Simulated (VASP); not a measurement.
```xyz
6
Lattice="4.4104 0.0000 0.0000 0.0000 4.4104 0.0000 0.0000 0.0000 2.9112" Properties=species:S:1:pos:R:3 pbc="T T T"
Cr     0.0000     0.0000     0.0000
Cr     2.2052     2.2052     1.4556
O      1.3372     1.3372     0.0000
O      3.5424     0.8681     1.4556
O      0.8681     3.5424     1.4556
O      3.0733     3.0733     0.0000
```
Starting moments (μB, in the order of the record's atoms Cr Cr O O O O): 2.1 2.1 -0.1 -0.1 -0.1 -0.1.

All values below come from PBE GGA with D4 dispersion, VASP's PBE PAW potentials (set 64) (plane waves; VASP 6.6.1). Run with 520 eV cut-off, 8×8×12 Γ-centred mesh, tetrahedra with Blöchl corrections, potentials Cr_pv O.

The cores are frozen, which limits the accuracy of field gradients.

Task: Give the principal components of the electric field gradient (V/Å²) and the asymmetry η at each nucleus.

Result: 
```csv
atom,Vxx,Vyy,Vzz,η
Cr1,30.0,15.5,-45.4,0.32
Cr2,30.0,15.5,-45.4,0.32
O3,-22.2,-3.3,25.5,0.74
O4,-22.2,-3.3,25.5,0.74
O5,-22.2,-3.3,25.5,0.74
O6,-22.2,-3.3,25.5,0.74
```

The compound is CrO2 in the rutile structure. It was relaxed first.
